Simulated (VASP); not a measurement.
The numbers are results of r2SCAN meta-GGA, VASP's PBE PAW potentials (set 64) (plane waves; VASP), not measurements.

The input files of a VASP run:

**KPOINTS**
```
Automatic mesh
0
Gamma
7 7 7
0 0 0
```

File KPOINTS_OPT:
```
k-points along high-symmetry lines
10
Line-mode
Reciprocal
  0.000000   0.000000   0.000000 ! GAMMA
  0.000000   0.500000   0.000000 ! X

  0.000000   0.500000   0.000000 ! X
  0.500000   0.500000   0.000000 ! M

  0.500000   0.500000   0.000000 ! M
  0.000000   0.000000   0.000000 ! GAMMA

  0.000000   0.000000   0.000000 ! GAMMA
  0.500000   0.500000   0.500000 ! R

  0.500000   0.500000   0.500000 ! R
  0.000000   0.500000   0.000000 ! X

  0.500000   0.500000   0.500000 ! R
  0.500000   0.500000   0.000000 ! M
```

### INCAR
```
LREAL=.FALSE.
LMAXMIX=4
ALGO=Normal
METAGGA=R2SCAN
PREC=Accurate
ISIF=2   # forces and stress, cell fixed
LORBIT=11   # lm-projected
LMIXTAU=.TRUE.
NELM=100
ISMEAR=-5
EDIFF=1E-7   # SCF stop (eV)
LEFG=.TRUE.
ENCUT=400   # plane-wave cut-off (eV)
LCHARG=.FALSE.
SYSTEM=Mo3Si
LASPH=.TRUE.   # aspherical one-centre terms
NEDOS=601   # DOS grid
LWAVE=.FALSE.
```

### POSCAR
```
Mo3Si
1
    4.8866359827     0.0000000000    -0.0000000000
    0.0000000000     4.8866359827    -0.0000000000
    0.0000000000     0.0000000000     4.8866359827
Si Mo
2 6
Direct
  0.5000000000   0.5000000000   0.5000000000
  0.0000000000   0.0000000000   0.0000000000
  0.2500000000   0.0000000000   0.5000000000
  0.5000000000   0.2500000000   0.0000000000
  0.5000000000   0.7500000000   0.0000000000
  0.7500000000   0.0000000000   0.5000000000
  0.0000000000   0.5000000000   0.7500000000
  0.0000000000   0.5000000000   0.2500000000
```

POTCAR, in this order: Si Mo_sv (PBE.64 set). Program: vasp_std.

What VASP printed:

OSZICAR:
```
       N       E                     dE             d eps       ncg     rms          rms(c)
DAV:   1     0.875809199090E+03    0.87581E+03   -0.50515E+04  2232   0.145E+03
DAV:   2    -0.167695772620E+03   -0.10435E+04   -0.10157E+04  2356   0.501E+02
DAV:   3    -0.214007644972E+03   -0.46312E+02   -0.45018E+02  2857   0.923E+01
DAV:   4    -0.215024661505E+03   -0.10170E+01   -0.10060E+01  2712   0.114E+01
DAV:   5    -0.215041902945E+03   -0.17241E-01   -0.17212E-01  2656   0.153E+00    0.512E+01
DAV:   6    -0.181672628868E+03    0.33369E+02   -0.24121E+01  2305   0.314E+01    0.834E+00
DAV:   7    -0.172315245214E+03    0.93574E+01   -0.45795E+00  2618   0.962E+00    0.373E+00
DAV:   8    -0.179892906873E+03   -0.75777E+01   -0.37546E+00  2347   0.870E+00    0.357E+00
DAV:   9    -0.176648380695E+03    0.32445E+01   -0.60897E-01  2420   0.475E+00    0.184E+00
DAV:  10    -0.176441804669E+03    0.20658E+00   -0.27924E-02  2656   0.108E+00    0.125E+00
DAV:  11    -0.176570503570E+03   -0.12870E+00   -0.21663E-02  2462   0.904E-01    0.653E-01
DAV:  12    -0.176591150155E+03   -0.20647E-01   -0.25871E-02  2382   0.960E-01    0.198E-01
DAV:  13    -0.176632709248E+03   -0.41559E-01   -0.18409E-02  2438   0.781E-01    0.138E-01
DAV:  14    -0.176631831128E+03    0.87812E-03   -0.32298E-03  2506   0.337E-01    0.403E-02
DAV:  15    -0.176632687052E+03   -0.85592E-03   -0.18308E-03  2479   0.216E-01    0.826E-02
DAV:  16    -0.176632940813E+03   -0.25376E-03   -0.31699E-04  2480   0.873E-02    0.630E-03
DAV:  17    -0.176633076234E+03   -0.13542E-03   -0.13344E-04  2503   0.692E-02    0.813E-03
DAV:  18    -0.176633074027E+03    0.22077E-05   -0.35249E-06  2753   0.903E-03    0.648E-03
DAV:  19    -0.176633091202E+03   -0.17175E-04   -0.11437E-05  2445   0.196E-02    0.232E-03
DAV:  20    -0.176633092470E+03   -0.12677E-05   -0.11267E-06  2026   0.606E-03    0.937E-04
DAV:  21    -0.176633091628E+03    0.84212E-06   -0.94999E-08  1524   0.161E-03    0.998E-04
DAV:  22    -0.176633091645E+03   -0.17799E-07   -0.30955E-08  1471   0.831E-04
   1 F= -.17663309E+03 E0= -.17663309E+03  d E =0.000000E+00
       N       E                     dE             ncg
       N       E                     dE             ncg
       N       E                     dE             ncg
```

File OUTCAR:
```
------------------------ aborting loop because EDIFF is reached ----------------------------------------
  FORCE on cell =-STRESS in cart. coord.  units (eV):
  Direction    XX          YY          ZZ          XY          YZ          ZX
  --------------------------------------------------------------------------------------
  Total       -0.2309479     -0.2309479     -0.2309479     -0.0000000      0.0000000      0.0000000
  in kB       -3.1709879     -3.1709879     -3.1709879     -0.0000000      0.0000000      0.0000000
  external PRESSURE =      -3.1709879 kB  Pullay stress =       0.0000000 kB
  volume of cell :      116.69
      direct lattice vectors                 reciprocal lattice vectors
     4.886635983  0.000000000  0.000000000     0.204639757  0.000000000  0.000000000
     0.000000000  4.886635983  0.000000000     0.000000000  0.204639757  0.000000000
     0.000000000  0.000000000  4.886635983     0.000000000  0.000000000  0.204639757
 POSITION                                       TOTAL-FORCE (eV/Angst)
 -----------------------------------------------------------------------------------
      2.44332      2.44332      2.44332         0.000000     -0.000000     -0.000000
      0.00000      0.00000      0.00000         0.000000     -0.000000     -0.000000
      1.22166      0.00000      2.44332         0.000000      0.000000     -0.000000
      2.44332      1.22166      0.00000         0.000000      0.000000      0.000000
      2.44332      3.66498      0.00000         0.000000     -0.000000      0.000000
      3.66498      0.00000      2.44332        -0.000000     -0.000000     -0.000000
      0.00000      2.44332      3.66498        -0.000000      0.000000     -0.000000
      0.00000      2.44332      1.22166         0.000000     -0.000000      0.000000
 -----------------------------------------------------------------------------------
    total drift:                                0.000000     -0.000000     -0.000000
  FREE ENERGIE OF THE ION-ELECTRON SYSTEM (eV)
  ---------------------------------------------------
  free  energy   TOTEN  =      -176.6330916454 eV

  energy  without entropy=     -176.6330916454  energy(sigma->0) =     -176.63309165

 total charge

# of ion       s       p       d       tot
------------------------------------------
    1        0.700   0.911   0.000   1.611
    2        0.700   0.911   0.000   1.611
    3        2.328   6.206   4.052  12.586
    4        2.328   6.206   4.052  12.586
    5        2.328   6.206   4.052  12.586
    6        2.328   6.206   4.052  12.586
    7        2.328   6.206   4.052  12.586
    8        2.328   6.206   4.052  12.586
--------------------------------------------------
tot         15.369  39.058  24.311  78.738

 Electric field gradients after diagonalization (V/A^2)
 (convention: |V_zz| > |V_xx| > |V_yy|)
----------------------------------------------------------------------
 ion       V_xx      V_yy      V_zz     asymmetry (V_yy - V_xx)/ V_zz
----------------------------------------------------------------------
   1       0.000    -0.000    -0.000       0.390
   2      -0.000     0.000    -0.000      -0.279
   3     -27.348   -27.348    54.696       0.000
   4     -27.348   -27.348    54.696       0.000
   5     -27.348   -27.348    54.696       0.000
   6     -27.348   -27.348    54.696       0.000
   7     -27.348   -27.348    54.696       0.000
   8     -27.348   -27.348    54.696       0.000
```
(Selected blocks of OUTCAR.)

For a metal the tetrahedron method with Blöchl corrections gives inexact stress and forces.

The compound is Mo3Si in the A15 structure. It was relaxed first.
